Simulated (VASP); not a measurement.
# AgB2 (P6/mmm) in VASP: a series of runs, part 2 of 3

VASP 6.6.1.

## 4. Single point, r2SCAN

INCAR reads:

```
SYSTEM = AgB2
PREC = Accurate
ENCUT = 520
EDIFF = 1E-6
ISMEAR = 0
SIGMA = 0.05
LREAL = .False.
LASPH = .True.
NELM = 100
ALGO = Normal
ISIF = 2
LWAVE = .False.
LCHARG = .False.
METAGGA = R2SCAN
LMIXTAU = .True.
ADDGRID = .False.
```

KPOINTS reads:

```
regular mesh
0
Gamma
  5 5 4
  0 0 0
```

POSCAR reads:

```
AgB2
1.0
    3.0000000000      0.0000000000      0.0000000000
   -1.5000000000      2.5980762114      0.0000000000
    0.0000000000      0.0000000000      3.2400000000
Ag B
1 2
Direct
    0.0000000000      0.0000000000      0.0000000000
    0.6666666667      0.3333333333      0.5000000000
    0.3333333333      0.6666666667      0.5000000000
```

Potentials or basis: VASP PAW PBE potentials, release 64 (Ag, B).

Started as:

```bash
cat potpaw_PBE.64/Ag/POTCAR potpaw_PBE.64/B/POTCAR > POTCAR
mpirun -np 1 vasp_std > vasp.out
```

OUTCAR:

```text
SYSTEM = AgB2
   PREC = Accurate
   ENCUT = 520
   EDIFF = 1E-6
   ISMEAR = 0
   LREAL = .False.
   LASPH = .True.
   NELM = 100
   ISIF = 2
   METAGGA = R2SCAN

 Found     15 irreducible k-points:

 Following reciprocal coordinates:
            Coordinates               Weight
  0.000000  0.000000  0.000000      1.000000
  0.200000 -0.000000  0.000000      6.000000
  0.400000 -0.000000  0.000000      6.000000
  0.200000  0.200000  0.000000      6.000000
  0.400000  0.200000  0.000000      6.000000
  0.000000  0.000000  0.250000      2.000000
   k-points           NKPTS =     15   k-points in BZ     NKDIM =     15   number of bands    NBANDS=     12
   number of dos      NEDOS =    301   number of ions     NIONS =      3
   total plane-waves  NPLWV =  13824
   dimension x,y,z NGX =    24 NGY =   24 NGZ =   24
   dimension x,y,z NGXF=    48 NGYF=   48 NGZF=   48
   ions per type =               1   2
   NGX,Y,Z   is equivalent  to a cutoff of  13.30, 13.30, 12.31 a.u.
   NGXF,Y,Z  is equivalent  to a cutoff of  26.60, 26.60, 24.63 a.u.
 SYSTEM =  AgB2
   PREC   = accura    normal or accurate (medium, high low for compatibility)
   ISTART =      0    job   : 0-new  1-cont  2-samecut
   ICHARG =      2    charge: 1-file 2-atom 10-const
   ISPIN  =      1    spin polarized calculation?
   LNONCOLLINEAR =      F non collinear calculations
   LSORBIT =      F    spin-orbit coupling
   LASPH  =      T    aspherical Exc in radial PAW
   ENCUT  =  520.0 eV  38.22 Ry    6.18 a.u.   5.58  5.58  6.02*2*pi/ulx,y,z
   NELM   =    100;   NELMIN=  2; NELMDL= -5     # of ELM steps
   EDIFF  = 0.1E-05   stopping-criterion for ELM
   LREAL  =      F    real-space projection
   EDIFFG = 0.1E-04   stopping-criterion for IOM
   NSW    =      0    number of steps for IOM
   IBRION =     -1    ionic relax: 0-MD 1-quasi-New 2-CG
   NFREE  =      0    steps in history (QN), initial steepest desc. (CG)
   ISIF   =      2    stress and relaxation
   ISYM   =      2    0-nonsym 1-usesym 2-fastsym
   POTIM  = 0.5000    time-step for ionic-motion
   TEBEG  =    0.0;   TEEND  =   0.0 temperature during run
   PSTRESS=    0.0 pullay stress
   NELECT =      17.0000    total number of electrons
   NUPDOWN=      -1.0000    fix difference up-down
   EMIN   =  10.00;   EMAX   =-10.00  energy-range for DOS
   EFERMI =   0.00;   METHOD = LEGACY
   ISMEAR =     0;   SIGMA  =   0.05  broadening in eV -4-tet -1-fermi 0-gaus
   EFERMI_NEDOS =   21; number of points for ismear=-14 and -15
   IALGO  =     38    algorithm
   IMIX   =      4    mixing-type and parameters
     AMIX     =   0.40;   BMIX     =  1.00
     AMIX_MAG =   1.60;   BMIX_MAG =  1.00
  volume/ion in A,a.u.               =       8.42        56.81
  Fermi-wavevector in a.u.,A,eV,Ry     =   1.434779  2.711340 28.008838  2.058591
  Thomas-Fermi vector in A             =   2.554150
   LORBIT       =      0    0 simple, 1 ext, 2 COOP (PROOUT), +10 PAW based schemes
   METAGGA = R2SCAN    functional components
   LHFCALC =     F    Hartree Fock is set to
   AEXX    =    0.0000 exact exchange contribution
   IVDW    =     0    specifies the selected vdW correction
   LEPSILON=     F    determine dielectric tensor
   LRPA    =     F    only Hartree local field effects (RPA)
 non-spin polarized calculation
 Gauss-broadening in eV      SIGMA  =   0.05
  energy-cutoff  :      520.00
  volume of cell :       25.25
 maximum number of plane-waves:       698
 NGX is ok and might be reduce to    24
   NGX = 11   NGY = 11   NGZ = 13

 number of electron      16.9999992 magnetization

 Free energy of the ion-electron system (eV)
  ---------------------------------------------------
  ext. energy  EPLUGINS =         0.00000000
  ---------------------------------------------------
  free energy    TOTEN  =       -33.20487615 eV

  energy without entropy =      -33.20275597  energy(sigma->0) =      -33.20381606

 E-fermi :  10.5277     XC(G=0): -14.2659

 val. band max:       10.4935004920   @ k =   0.4000  -0.0000   0.2500
 cond. band min:      10.6835749097   @ k =   0.2000  -0.0000   0.5000
 fundamental gap:      0.1900744177
 Fermi energy:        10.5277036647

 k-point     1 :       0.0000    0.0000    0.0000
  band No.  band energies     occupation
      1      -4.5013      2.00000
      2       3.3588      2.00000
      3       3.7940      2.00000
      4       3.7940      2.00000
      5       5.4294      2.00000
      6       5.4294      2.00000
      7       7.3183      2.00000
      8      11.7373      0.00000
      9      11.7373      0.00000
     10      16.5317      0.00000
     11      16.5317      0.00000
     12      16.7724      0.00000

 k-point     2 :       0.2000   -0.0000    0.0000
  band No.  band energies     occupation
      1      -3.7033      2.00000
      2       3.1398      2.00000
      3       3.6316      2.00000
      4       4.1318      2.00000
      5       4.3023      2.00000
      6       5.3187      2.00000
      7       9.1100      2.00000
      8       9.5654      2.00000
      9       9.7796      2.00000
     10      16.4712      0.00000
     11      17.7884      0.00000
     12      19.1124      0.00000

 k-point     3 :       0.4000   -0.0000    0.0000
  band No.  band energies     occupation
      1      -1.5283      2.00000
      2       1.3379      2.00000
      3       3.1970      2.00000
      4       3.4473      2.00000
      5       5.1447      2.00000
      6       5.5215      2.00000
      7       7.2661      2.00000
      8       7.6082      2.00000
      9      12.8367      0.00000
     10      16.1213      0.00000
     11      16.9149      0.00000
     12      17.8140      0.00000

 k-point     4 :       0.2000    0.2000    0.0000
  band No.  band energies     occupation
      1      -2.2010      2.00000
      2       2.2527      2.00000
      3       3.5121      2.00000
      4       3.5234      2.00000
      5       4.9027      2.00000
      6       4.9899      2.00000
      7       7.4173      2.00000
      8       7.6751      2.00000
      9      12.1735      0.00000
     10      17.0543      0.00000
     11      17.3309      0.00000
     12      19.6818      0.00000

 k-point     5 :       0.4000    0.2000    0.0000
  band No.  band energies     occupation
      1       0.2371      2.00000
      2       0.4831      2.00000
      3       2.6856      2.00000
      4       3.3869      2.00000
      5       4.4917      2.00000
      6       5.9111      2.00000
      7       6.2824      2.00000
      8       6.9970      2.00000
      9      14.9500      0.00000
     10      15.3029      0.00000
     11      18.2820      0.00000
     12      19.7482      0.00000

 k-point     6 :       0.0000    0.0000    0.2500
  band No.  band energies     occupation
      1      -3.7023      2.00000
      2       2.5244      2.00000
      3       4.0865      2.00000
      4       4.0865      2.00000
      5       5.0159      2.00000
      6       5.0159      2.00000
      7       6.0381      2.00000
      8      11.0532      0.00000
      9      11.0532      0.00000
     10      18.1005      0.00000
     11      18.1005      0.00000
     12      18.1591      0.00000

 [... further k-points ...]
[... 5 lines left out ...]
  --------------------------------------------------------------------------------------
  -------------------------------------------------------------------------------------
  Total        6.3679090      6.3679090     12.7046152      0.0000000     -0.0000000      0.0000000
  in kB      404.0073602    404.0073602    806.0350862      0.0000000     -0.0000000      0.0000000
  external PRESSURE =     538.0166022 kB  Pullay stress =       0.0000000 kB

 VOLUME and BASIS-vectors are now :
 -----------------------------------------------------------------------------
  energy-cutoff  :      520.00
  volume of cell :       25.25
      direct lattice vectors                 reciprocal lattice vectors
     3.000000000  0.000000000  0.000000000     0.333333333  0.192450090  0.000000000
    -1.500000000  2.598076211  0.000000000     0.000000000  0.384900179  0.000000000
     0.000000000  0.000000000  3.240000000     0.000000000  0.000000000  0.308641975

 POSITION                                       TOTAL-FORCE (eV/Angst)
 -----------------------------------------------------------------------------------
      0.00000      0.00000      0.00000         0.000000      0.000000     -0.000000
      1.50000      0.86603      1.62000        -0.000000      0.000000     -0.000000
     -0.00000      1.73205      1.62000         0.000000     -0.000000      0.000000
 -----------------------------------------------------------------------------------
    total drift:                               -0.000000      0.000000      0.000000

  FREE ENERGIE OF THE ION-ELECTRON SYSTEM (eV)
  ---------------------------------------------------
  free  energy   TOTEN  =       -33.2048761538 eV

  energy  without entropy=      -33.2027559691  energy(sigma->0) =      -33.20381606
```

OSZICAR:

```text
N       E                     dE             d eps       ncg     rms          rms(c)
DAV:   1     0.500754562653E+02    0.50075E+02   -0.84759E+03   368   0.136E+03
DAV:   2    -0.385473331749E+02   -0.88623E+02   -0.82776E+02   428   0.276E+02
DAV:   3    -0.407241319534E+02   -0.21768E+01   -0.21616E+01   428   0.453E+01
DAV:   4    -0.407350754204E+02   -0.10943E-01   -0.10936E-01   420   0.336E+00
DAV:   5    -0.407351845556E+02   -0.10914E-03   -0.10913E-03   428   0.309E-01    0.195E+01
DAV:   6    -0.333651695536E+02    0.73700E+01   -0.17241E+01   368   0.688E+01    0.182E+01
DAV:   7    -0.332647912955E+02    0.10038E+00   -0.17524E+00   384   0.206E+01    0.869E+00
DAV:   8    -0.331936832064E+02    0.71108E-01   -0.20233E-01   392   0.505E+00    0.170E+00
DAV:   9    -0.331896979652E+02    0.39852E-02   -0.34576E-02   380   0.273E+00    0.417E-01
DAV:  10    -0.332029235641E+02   -0.13226E-01   -0.24345E-02   368   0.187E+00    0.229E-01
DAV:  11    -0.332045385196E+02   -0.16150E-02   -0.19231E-03   392   0.517E-01    0.617E-02
DAV:  12    -0.332047402852E+02   -0.20177E-03   -0.94898E-04   376   0.403E-01    0.469E-02
DAV:  13    -0.332048856914E+02   -0.14541E-03   -0.12076E-04   392   0.143E-01    0.111E-02
DAV:  14    -0.332048745084E+02    0.11183E-04   -0.19770E-05   388   0.635E-02    0.437E-03
DAV:  15    -0.332048769517E+02   -0.24433E-05   -0.24469E-06   368   0.210E-02    0.166E-03
DAV:  16    -0.332048761538E+02    0.79785E-06   -0.53517E-07   192   0.100E-02
   1 F= -.33204876E+02 E0= -.33203816E+02  d E =-.212018E-02
```

Wall time 10 s (1 thread of Intel Xeon 6975P-C (Granite Rapids), shared host); peak memory 0.14 GiB.

The run converged, but some of its settings lie outside the range that counts as converged, so its numbers aren't taken as properties of the crystal.

Results:

- Free energy: -33.2049 eV
- Pressure: 53.8 GPa
- Band gap on the k mesh: none (metal or under the smearing width)

Caveat: the k mesh is coarse (spacing up to 0.48 Å⁻¹), so the values aren't converged; a pressure of tens of GPa on the cell as given is suspect, and the run, the potentials or the cell itself is likely at fault; the PAW data sets were made with another functional, which shifts forces and pressure a little.

## 5. Single point, r2SCAN

INCAR is that of step 4.

KPOINTS is that of step 4.

POSCAR reads:

```
AgB2
1.0
    3.0000000000      0.0000000000      0.0000000000
   -1.5000000000      2.5980762114      0.0000000000
    0.0000000000      0.0000000000      3.2400000000
Ag B
1 2
Direct
    0.0172000000      0.0014340000     -0.0107780000
    0.6537670000      0.3220700000      0.4709270000
    0.3421410000      0.7037590000      0.5156140000
```

Potentials or basis: VASP PAW PBE potentials, release 64 (Ag, B).

Started as:

```bash
cat potpaw_PBE.64/Ag/POTCAR potpaw_PBE.64/B/POTCAR > POTCAR
mpirun -np 1 vasp_std > vasp.out
```

OUTCAR:

```text
SYSTEM = AgB2
   PREC = Accurate
   ENCUT = 520
   EDIFF = 1E-6
   ISMEAR = 0
   LREAL = .False.
   LASPH = .True.
   NELM = 100
   ISIF = 2
   METAGGA = R2SCAN

 Found     51 irreducible k-points:

 Following reciprocal coordinates:
            Coordinates               Weight
  0.000000  0.000000  0.000000      1.000000
  0.200000 -0.000000  0.000000      2.000000
  0.000000  0.200000  0.000000      2.000000
 -0.200000  0.200000  0.000000      2.000000
  0.400000 -0.000000  0.000000      2.000000
  0.000000  0.400000  0.000000      2.000000
   k-points           NKPTS =     51   k-points in BZ     NKDIM =     51   number of bands    NBANDS=     12
[... 164 lines left out ...]
 [... further k-points ...]
[... 5 lines left out ...]
  --------------------------------------------------------------------------------------
  -------------------------------------------------------------------------------------
  Total        5.9932842      7.7057899     13.0052604     -0.0474340     -0.0724863     -0.0835148
  in kB      380.2395667    488.8882478    825.1093005     -3.0094136     -4.5988383     -5.2985331
  external PRESSURE =     564.7457050 kB  Pullay stress =       0.0000000 kB

 VOLUME and BASIS-vectors are now :
 -----------------------------------------------------------------------------
  energy-cutoff  :      520.00
  volume of cell :       25.25
      direct lattice vectors                 reciprocal lattice vectors
     3.000000000  0.000000000  0.000000000     0.333333333  0.192450090  0.000000000
    -1.500000000  2.598076211  0.000000000     0.000000000  0.384900179  0.000000000
     0.000000000  0.000000000  3.240000000     0.000000000  0.000000000  0.308641975

 POSITION                                       TOTAL-FORCE (eV/Angst)
 -----------------------------------------------------------------------------------
      0.04945      0.00373      3.20508        -0.369180      0.061259      0.248007
      1.47820      0.83676      1.52580         0.210408      1.785779      1.043544
     -0.02922      1.82842      1.67059         0.158772     -1.847038     -1.291551
 -----------------------------------------------------------------------------------
    total drift:                                0.000079      0.000092     -0.000032

  FREE ENERGIE OF THE ION-ELECTRON SYSTEM (eV)
  ---------------------------------------------------
  free  energy   TOTEN  =       -33.0152263233 eV

  energy  without entropy=      -33.0144254337  energy(sigma->0) =      -33.01482588
```

OSZICAR:

```text
N       E                     dE             d eps       ncg     rms          rms(c)
DAV:   1     0.560376931927E+02    0.56038E+02   -0.85138E+03  1232   0.136E+03
DAV:   2    -0.382274572504E+02   -0.94265E+02   -0.88722E+02  1312   0.285E+02
DAV:   3    -0.405440523331E+02   -0.23166E+01   -0.22620E+01  1512   0.461E+01
DAV:   4    -0.405594796961E+02   -0.15427E-01   -0.15423E-01  1336   0.376E+00
DAV:   5    -0.405596063684E+02   -0.12667E-03   -0.12663E-03  1500   0.335E-01    0.197E+01
DAV:   6    -0.331854770258E+02    0.73741E+01   -0.18048E+01  1348   0.704E+01    0.183E+01
DAV:   7    -0.330756582781E+02    0.10982E+00   -0.19677E+00  1324   0.213E+01    0.881E+00
DAV:   8    -0.330042987176E+02    0.71360E-01   -0.21382E-01  1424   0.558E+00    0.172E+00
DAV:   9    -0.329928551642E+02    0.11444E-01   -0.44406E-02  1340   0.318E+00    0.540E-01
DAV:  10    -0.330119829769E+02   -0.19128E-01   -0.33266E-02  1340   0.220E+00    0.299E-01
DAV:  11    -0.330134210064E+02   -0.14380E-02   -0.16432E-03  1376   0.457E-01    0.143E-01
DAV:  12    -0.330150791638E+02   -0.16582E-02   -0.26049E-03  1316   0.656E-01    0.522E-02
DAV:  13    -0.330152168871E+02   -0.13772E-03   -0.14768E-04  1332   0.147E-01    0.113E-02
DAV:  14    -0.330152243594E+02   -0.74723E-05   -0.27381E-05  1376   0.747E-02    0.481E-03
DAV:  15    -0.330152261290E+02   -0.17696E-05   -0.24523E-06  1288   0.177E-02    0.165E-03
DAV:  16    -0.330152263233E+02   -0.19433E-06   -0.43589E-07   712   0.977E-03
   1 F= -.33015226E+02 E0= -.33014826E+02  d E =-.800890E-03
```

It took 20 s on 1 thread of Intel Xeon 6975P-C (Granite Rapids), shared host; peak memory 0.15 GiB.

These settings aren't checked as converged: the numbers below hold their error.

Results:

```
Free energy            : -33.0152 eV
Pressure               : 56.5 GPa
Largest force          : 2.259 eV/Å
Band gap on the k mesh : none (metal or under the smearing width)
```

Caveat: the k mesh is coarse (spacing up to 0.48 Å⁻¹), so the values aren't converged; the PAW data sets were made with another functional, which shifts forces and pressure a little.

(Part 2 of 3 ends here.)
